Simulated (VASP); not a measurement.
Hf7AlO16 (a cell with a defect), 24 atoms in the cell. The cell holds a defect, 24 atoms: a = 7.216 Å, b = 7.216 Å, c = 7.216 Å, α = 120.91°, β = 120.91°, γ = 88.43°. 

- Program: VASP 6.6.1
- Task: electric field gradients
- Functional: PBE
- Potentials or basis: VASP PAW PBE potentials, release 64 (Al, Hf_pv, O)
- Cutoff: 520 eV
- k mesh: 4 × 4 × 4
- Occupations: fermi-dirac, width 0.01 eV
- Spin: no spin polarisation
- Dipole correction: no
- Charge: -1
- Further INCAR settings: LREAL = Auto; ALGO = Fast; EDIFF = 1e-08; NBANDS = 102; NELECT = 170.0

Potentials or basis: VASP PAW PBE potentials, release 64 (Al, Hf_pv, O).

Launch:

```bash
$ cat potpaw_PBE.64/Al/POTCAR potpaw_PBE.64/Hf_pv/POTCAR potpaw_PBE.64/O/POTCAR > POTCAR
$ mpirun -np 1 vasp_std > vasp.out
```

Hardware: 1 thread of Intel(R) Xeon(R) 6975P-C (Granite Rapids), on a shared host.

**Question.** How long does it take, and how much memory?

**Answer.** Run time: 10 min on 1 thread of Intel(R) Xeon(R) 6975P-C (Granite Rapids) (shared host), peak memory 0.53 GiB. Counts: scf iterations 23, k points 13.
